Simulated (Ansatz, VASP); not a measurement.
# Cross-check of NiSb between VASP and Ansatz, part 2 of 2

Wanted: the spread between two codes on one cell, functional and k mesh.

VASP 6.6.1 and Ansatz 0.2.0.

So far: Starting point; VASP: relaxation of cell and atoms, r2SCAN.

## Step 3: Ansatz: relaxation of cell and atoms, r2SCAN

Level of this step: Ansatz beside VASP: Kohn-Sham DFT, plane waves, r2SCAN (Ansatz).

Ansatz runs on its default PAW (the set named soft_2) files.

The same cell, functional, mesh and smearing now go to Ansatz, which takes its cutoff from its data sets.

The input, input.yaml:

```yaml
crystal:
  lattice:
    - [3.946, 0.0, 0.0]
    - [-1.973, 3.4173362433, 0.0]
    - [0.0, 0.0, 5.148]
  atoms:
    - { symbol: Ni, position: [0.0, 0.0, 0.0], spin: 1.0 }
    - { symbol: Ni, position: [0.0, 0.0, 0.5], spin: 1.0 }
    - { symbol: Sb, position: [0.3333333333, 0.6666666667, 0.25] }
    - { symbol: Sb, position: [0.6666666667, 0.3333333333, 0.75] }
hamiltonian:
  xc: r2scan
  pseudopotentials: { kind: paw }
magnetization:
  spin_polarized: true
kpoints:
  mp_grid: { grid: [6, 6, 4] }
scf:
  occupations: { method: fermi_dirac, width: 0.05 }
relax:
  f_tol: 0.01
  max_steps: 60
  cell: { stress_tol: 0.05 }
output:
  forces: true
  stress: true
```

On the command line:

```bash
$ ansatz run input.yaml --threads 4 --pin off --max-ram 9216MiB --backend cpu --events-out ev --progress --plain --runs-dir out
```

Numbers of over 12 decimals in the logs are rounded to 6 here.

The program printed:

```text
Engine: ansatz 0.2.0, x86_64-unknown-linux-gnu
Pseudopotentials: kind: paw
Pseudopotential: Ni, paw, valence charge 18, recommended cutoff 500 eV (meta_gga), Ni.paw.azcp
Pseudopotential: Sb, paw, valence charge 15, recommended cutoff 500 eV (meta_gga), Sb.paw.azcp
Functional definition: r2SCAN
  parameter k0 = 0.174
  parameter k1 = 0.065
  parameter a1 = 4.9479
  exchange = r2scan_x(k0 = k0, k1 = k1, a1 = a1)
  correlation = r2scan_c
Crystal: 4 atoms, lattice volume = 69.420 Å³
Basis set: ecut = 500 eV, 1765 PW (Γ), exchange–correlation on 120×120×160 points (64 copies of the dense FFT grid, shifted against one another)
Bands: 41, of which v1, the nominal top of the filled ones, is band 33 counted from 1 (32 counted from 0)
Symmetry: 24 space group operations
Space group: P63/mmc (ITA 194), of the structure as read, at distance tolerance 4.1e-5 Å
Magnetic group: BNS 194.263 (UNI 1493), of the structure as read, at distance tolerance 4.1e-5 Å
k-points: 21 of 144
Non-local potential: Ni, projectors of the file, l = 0: 3, l = 1: 2, l = 2: 3, l = 3: 1
Non-local potential: Sb, projectors of the file, l = 0: 2, l = 1: 2, l = 2: 2, l = 3: 2
PAW form: soft (Blöchl's): semilocal exchange-correlation on the pseudo side does not see the compensation charge
PAW frozen core: Ni, regenerated for the run's functional (the file was generated under x = pbe(κ = 0.804, μ = 0.219515), c = pbe(β = 0.066725))
PAW frozen core: Sb, regenerated for the run's functional (the file was generated under x = pbe(κ = 0.804, μ = 0.219515), c = pbe(β = 0.066725))
PAW one-centre angular grid: Ni, 590 points (default); XC on 160 Gauss nodes
PAW one-centre angular grid: Sb, 590 points (default); XC on 160 Gauss nodes
Initial density: superposition of atomic densities (chi_scale 0.1, normalization cell)
Starting moments: Σ|m| = 2 μB on 2 of 4 sites
Initial wavefunctions: pseudopotential atomic-orbital guess
Functional: x = r2scan, c = r2scan; τ floored in thin density (d = 2e-4 eV/Å³)
SCF iter   1: F=—  HF=-24685.102738 eV  |F-HF|=—  |Δ(HF+E_count)|=         —  Δρ=4.73e-2 (↑1.44e-2 ↓4.73e-2)  dr2=2.40e0  dr2_τ=2.15e-2  dr2_m=3.00e-1  M=1.129 μB ∫|m|=1.429 μB  β_m=0.69  ethr=3.10e-3  ⟨swp⟩=6.5  Hψ=6785  notcnv=0  defer=2
Mixer restart at iter 1: flushing history
preconditioner: auto → Kerker (q_TF=auto, 2.705 Å⁻¹)  [metal: Δε(μ)=0.050 eV  Ē_g=18.802 eV  σ=0.050 eV  W_gap=0.24  n_scr=22 (ndim 8)  ℏωp=31.5 eV  f_vac=0.000  D(μ)=1.79/eV (n_scr^D=8)]
spin=Collinear: Kerker preconditioning applied to the charge; magnetization (m = ρ↑ − ρ↓) channel mixes plain (no charge-response kernel on spin).
SCF iter   2: F=—  HF=-24687.192374 eV  |F-HF|=—  |Δ(HF+E_count)|=    2.09e0  Δρ=3.31e-2 (↑1.35e-2 ↓3.31e-2)  dr2=1.82e0  dr2_τ=2.89e-3  dr2_m=9.75e-2  M=1.001 μB ∫|m|=1.304 μB  β_m=0.30  ethr=3.10e-3  ⟨swp⟩=2.0  Hψ=2296  notcnv=0  defer=87  κ⁻¹=1.0e0(r=1)
preconditioner: auto → Resta (q_TF=auto, 2.705 Å⁻¹)  ε∞=3.8  [insulator: Δε(μ)=0.177 eV  Ē_g=18.931 eV  σ=0.050 eV  W_gap=0.69  n_scr=22 (ndim 8)  ℏωp=31.5 eV  f_vac=0.000  D(μ)=0.97/eV (n_scr^D=2)  ε∞_Penn≈3.8]
spin=Collinear: Resta preconditioning applied to the charge; magnetization (m = ρ↑ − ρ↓) channel mixes plain (no charge-response kernel on spin).
SCF iter   3: F=—  HF=-24689.494650 eV  |F-HF|=—  |Δ(HF+E_count)|=    2.30e0  Δρ=1.39e-2 (↑1.39e-2 ↓1.28e-2)  dr2=4.17e-1  dr2_τ=5.87e-4  dr2_m=5.84e-2  M=0.539 μB ∫|m|=0.964 μB  β_m=0.30  ethr=2.76e-3  ⟨swp⟩=3.2  Hψ=3275  notcnv=0  defer=87  κ⁻¹=2.2e-2(r=2)
SCF iter   4: F=—  HF=-24689.530718 eV  |F-HF|=—  |Δ(HF+E_count)|=   3.61e-2  Δρ=9.75e-3 (↑8.34e-3 ↓9.75e-3)  dr2=1.30e-1  dr2_τ=1.09e-3  dr2_m=3.05e-2  M=0.410 μB ∫|m|=0.752 μB  β_m=0.30  ethr=6.32e-4  ⟨swp⟩=2.4  Hψ=2807  notcnv=0  defer=85  κ⁻¹=1.6e-2(r=3)
SCF iter   5: F=—  HF=-24689.522278 eV  |F-HF|=—  |Δ(HF+E_count)|=         —  Δρ=1.54e-2 (↑1.54e-2 ↓7.11e-3)  dr2=1.00e-1  dr2_τ=6.04e-4  dr2_m=4.62e-2  M=0.210 μB ∫|m|=0.439 μB  β_m=0.36  ethr=1.97e-4  ⟨swp⟩=3.0  Hψ=3568  notcnv=0  defer=85
Mixer restart at iter 5: flushing history
SCF iter   6: F=—  HF=-24689.666951 eV  |F-HF|=—  |Δ(HF+E_count)|=   1.45e-1  Δρ=1.12e-2 (↑1.12e-2 ↓5.61e-3)  dr2=3.54e-2  dr2_τ=5.02e-4  dr2_m=3.49e-2  M=0.188 μB ∫|m|=0.373 μB  β_m=1.00  ethr=1.52e-4  ⟨swp⟩=2.1  Hψ=2470  notcnv=0  defer=89  κ⁻¹=1.0e0(r=1)
SCF iter   7: F=—  HF=-24689.790530 eV  |F-HF|=—  |Δ(HF+E_count)|=   1.24e-1  Δρ=5.39e-3 (↑5.39e-3 ↓1.54e-3)  dr2=2.63e-2  dr2_τ=3.44e-5  dr2_m=3.02e-3  M=0.135 μB ∫|m|=0.202 μB  β_m=0.70  ethr=5.36e-5  ⟨swp⟩=2.2  Hψ=3364  notcnv=0  defer=89  κ⁻¹=4.2e-1(r=2)
SCF iter   8: F=—  HF=-24689.820460 eV  |F-HF|=—  |Δ(HF+E_count)|=   2.99e-2  Δρ=2.15e-3 (↑2.15e-3 ↓1.40e-3)  dr2=6.03e-3  dr2_τ=1.14e-5  dr2_m=1.04e-3  M=0.089 μB ∫|m|=0.112 μB  β_m=0.55  ethr=3.99e-5  ⟨swp⟩=2.0  Hψ=2630  notcnv=0  defer=86  κ⁻¹=6.5e-3(r=3)
SCF iter   9: F=—  HF=-24689.814458 eV  |F-HF|=—  |Δ(HF+E_count)|=   6.00e-3  Δρ=2.74e-3 (↑2.28e-3 ↓2.74e-3)  dr2=7.95e-3  dr2_τ=2.24e-5  dr2_m=8.87e-5  M=0.012 μB ∫|m|=0.016 μB  β_m=1.00  ethr=9.14e-6  ⟨swp⟩=2.0  Hψ=3440  notcnv=0  defer=86  κ⁻¹=1.2e-3(r=4)
[...]
SCF iter  18: F=—  HF=-24689.831065 eV  |F-HF|=—  |Δ(HF+E_count)|=   1.28e-6  Δρ=2.06e-6 (↑1.26e-6 ↓2.06e-6)  dr2=2.87e-9  dr2_τ=1.15e-11  dr2_m=4.98e-10  M=0.000 μB ∫|m|=0.000 μB  β_m=1.00  ethr=7.72e-11  ⟨swp⟩=2.7  Hψ=3314  notcnv=0  defer=84  κ⁻¹=1.6e-6(r=8)
SCF iter  19: F=—  HF=-24689.831065 eV  |F-HF|=—  |Δ(HF+E_count)|=   6.73e-8  Δρ=3.15e-6 (↑3.15e-6 ↓7.04e-7)  dr2=6.47e-9  dr2_τ=5.73e-11  dr2_m=1.59e-9  M=-0.000 μB ∫|m|=0.000 μB  β_m=1.00  ethr=4.35e-12  ⟨swp⟩=1.9  Hψ=6479  notcnv=0  κ⁻¹=1.0e-6(r=8)
SCF iter  20: F=—  HF=-24689.831065 eV  |F-HF|=—  |Δ(HF+E_count)|=   6.73e-8  Δρ=1.28e-6 (↑2.91e-7 ↓1.28e-6)  dr2=4.93e-10  dr2_τ=1.63e-12  dr2_m=3.61e-10  M=0.000 μB ∫|m|=0.000 μB  β_m=0.32  ethr=4.35e-12  ⟨swp⟩=4.0  Hψ=5925  notcnv=0  κ⁻¹=1.7e-7(r=8)
SCF iter  21: F=-24689.831065 eV  HF=-24689.831065 eV  |F-HF|=7.35e-10  |Δ(HF+E_count)|=   1.14e-8  Δρ=6.87e-7 (↑5.40e-7 ↓6.87e-7)  dr2=9.08e-10  dr2_τ=1.97e-12  dr2_m=8.06e-12  M=0.000 μB ∫|m|=0.000 μB  ethr=1.00e-12  ⟨swp⟩=1.4  Hψ=5048  notcnv=0
WARN: the starting moments were not kept: the SCF closed with an absolute magnetisation of 2.1e-5 μB, where they sum to 2 μB in size (2 sites). That is at most 0.1 of that sum. Measured as dr2_m measures the in/out step, that magnetisation stands 4.6e-10 eV from none, at or under the dr2_threshold of 1.0e-7 eV: it is no larger than a step whose dr2_m would equal this threshold. The system may hold no moment; this SCF [...]
SCF 1 converged in 21 iterations: F = -24689.831065 eV  dr2 = 9.08e-10
  greatest PAW one-centre occupation: 1.001 electrons in one spin orbital (limit 2), on the Ni atom at site 1 (counted from 0), in its partial waves of l = 1
relax step   1: F+E_penalty+E_count = -24689.83106470 eV  Δ(F+E_penalty+E_count) = +0.000e0 eV  max|allowed force component| = 2.776e-17 eV/Å  Δτ_max = 0.0000 Å  P = -1.382 GPa  Ω = 69.420 Å³  (21 SCF iters, dr2 threshold 1.00e-7 eV, accepted)
[...]
relax step   2: F+E_penalty+E_count = -24689.83510913 eV  Δ(F+E_penalty+E_count) = -4.044e-3 eV  max|allowed force component| = 6.476e-17 eV/Å  Δτ_max = 0.0000 Å  P = +0.432 GPa  Ω = 68.408 Å³  energy of the carried Pulay correction = +5.164e-4 eV  (12 SCF iters, dr2 threshold 4.00e-7 eV, accepted)
[...]
relax step   3: F+E_penalty+E_count = -24689.83534406 eV  Δ(F+E_penalty+E_count) = -2.349e-4 eV  max|allowed force component| = 3.238e-17 eV/Å  Δτ_max = 0.0000 Å  P = -0.010 GPa  Ω = 68.646 Å³  energy of the carried Pulay correction = +3.939e-4 eV  (10 SCF iters, dr2 threshold 4.00e-7 eV, accepted)
[...]
relax step   4: F+E_penalty+E_count = -24689.83493037 eV  Δ(F+E_penalty+E_count) = +4.137e-4 eV  max|allowed force component| = 2.197e-17 eV/Å  Δτ_max = 0.0000 Å  P = -0.016 GPa  Ω = 68.646 Å³  stress off target by 1.90e-2 GPa  SCF on the basis re-selected at this cell (its energy is not comparable with the rows above)  (15 SCF iters)
basis re-selected at this cell: Δ(F+E_penalty+E_count) = +4.137e-4 eV, ΔP = -0.006 GPa vs the last step (what re-selecting the basis moved, of the pressure what is left beyond the Pulay correction that the steps carried, after the strain that the cell walked since its last selection, with what the two solves' SCF thresholds leave and, on support functions, any second-order correction that the steps lacked; it is no m [...]
SCF converged after 15 iterations
Stability not checked: this state was not tested for a lower state beside it, because the mixer in use, unlike msr1, does not test its closes by its own steps (another_mixer; see scf.mixing.algorithm and scf.lower_state_search)
Magnetization: -0.0000 μB (33.0000 up, 33.0000 down)
Absolute magnetization: 0.0000 μB (∫|ρ↑−ρ↓|, with the PAW one-centre terms)
Spin contamination: 0.0000 ħ² per cell (⟨S²⟩ above its minimum at these occupations)
Per-site moments (μB) at R_I (Å): [(-2.75797064583531e-9, 1.061100), (-2.7579704202602082e-9, 1.061100), (-1.1039730761423451e-8, 1.074878), (-1.1039730875355628e-8, 1.074878)]
Free energy (F): -24689.834930 eV
Harris-Foulkes:  -24689.834930 eV  (|F-HF|=2.91e-11)
Internal energy: -24689.814090 eV  (E = F + TS)
E sigma→0 (E₀):  -24689.824510 eV
Entropy (-TS):   -0.020840 eV (-5.210 meV/atom)
Fermi energy:    15.233311 eV
--- Per-component energies (eV) ---
  E_band       = -935.436596
  E_kinetic    = 985.878429
  E_local      = -11104.137832  (includes V_loc(G=0)·N_el)
  E_nonlocal   = 2020.175202
  E_hartree    = 4866.750456
  E_xc         = -413.304017
  E_vxc        = -441.148090  (∫ρ·V_xc dr)
  E_paw        = -12506.631069  (= ΣΔE_a)
  E_vpaw       = -2160.906108  (= ΣTr[D̂ρ^β])
  E_aug_tail   = 0.000460  (compensation charges beyond the density's cutoff)
  E_vtau       = 31.200634  (kinetic-family band-sum trace: ∫τ·v_τ [+ j·A + Jᵃ·Aᵃ] dr)
  E_ewald      = -8538.957655
  E_core_change = 0.411937  (= ΣΔE_core)
  E_smearing   = -0.020840  (= −TS)
  E_closure    = 0.000000  (closes the sum)
  Σ components = -24689.834930   (vs F -24689.834930, Δ=0.00e0)
--- Forces (eV/Å), atoms counted from 1 ---
  atom   1  Ni     0.00000000     0.00000000     0.00000000
  atom   2  Ni     0.00000000    -0.00000000     0.00000000
  atom   3  Sb    -0.00000000    -0.00000000    -0.00000000
  atom   4  Sb     0.00000000     0.00000000     0.00000000
  max |Σ_I F_I| component: 4.63e-18 eV/Å
--- Stress (GPa, compression-positive) ---
       -0.018959       0.000000       0.000000
        0.000000      -0.018959      -0.000000
        0.000000      -0.000000      -0.010287
  P = ⅓ Tr σ = -0.0161 GPa (-0.161 kbar)
--- Relaxed structure (3 steps of the walk, 3 accepted, 1 SCFs on fresh bases) ---
  F+E_penalty+E_count = -24689.83493037 eV   max|allowed force component| = 2.197e-17 eV/Å   (the final SCF, on the basis selected at the relaxed cell)
  cell:  # Å, volume = 68.6463 Å³
    - [3.925204, 0, 0]
    - [-1.962602, 3.399327, 0]
    - [0.0, 0, 5.144726]
  atoms:
    - { symbol: Ni, position: [0, 0, 0] }
    - { symbol: Ni, position: [0, 0, 0.5] }
    - { symbol: Sb, position: [0.333333, 0.666667, 0.25] }
    - { symbol: Sb, position: [0.666667, 0.333333, 0.75] }
```

It took 24 s on 4 threads of Intel Xeon Platinum 8175M at 2.50GHz (Skylake/Cascade Lake), shared host; peak memory 0.73 GiB; 90 s of CPU time.

## Step 4: Comparison

Known differences besides the potentials themselves: VASP keeps PBE cores, Ansatz makes them for the functional; both relaxations stop at a tolerance, which leaves soft axes loose, and VASP keeps its plane-wave basis; the data sets hold 66 valence electrons in Ansatz (default PAW (the set named soft_2) files) and 30 in VASP; the cutoff is 500 eV in Ansatz and 520 eV in VASP; Ansatz adds a Pulay correction to the stress that steers its cell, VASP none. Total energies have different zeros and are not compared.

The two programs side by side:

| quantity | Ansatz | VASP | difference |
| --- | --- | --- | --- |
| volume (Å³) | 68.65 | 68.62 | +0.04 % |
| edge a after relaxation, in the typed setting (Å) | 3.925 | 3.924 | +0.04 % |
| edge c after relaxation, in the typed setting (Å) | 5.145 | 5.147 | -0.05 % |

The walks stopped with -0.02 GPa left in Ansatz and 0.01 GPa in VASP; each walk ends within a tolerance, so the volume difference is uncertain by about these residues over the bulk modulus, most in soft cells.

## Step 5: Results

```yaml
difference_in_edge_c_after_relaxation_in_the_typed_setting_relaxation_of_cell_and_atoms_r2scan: -0.051 %
```

What this shows: The difference in edge c after relaxation, in the typed setting is -0.051 % (relaxation of cell and atoms, r2SCAN), within the 1.2 % picked in this series as the mark of a large difference, as far as the stopping tolerances let one tell. How closely two codes agree says nothing of how well the functional describes the real material.

[Lines on the potential files, build, host, timing and source positions are cut from VASP's logs without a mark.]

[Logs are printed without paths, hosts, clocks, repeated set-up lines and the standing remarks that a program may print on its own settings, such as how far it seeks lower states.]

[Hosts, paths, dates, database ids (printed as entryN), source tags and the programs' standing remarks are cut or masked in the printed files.]
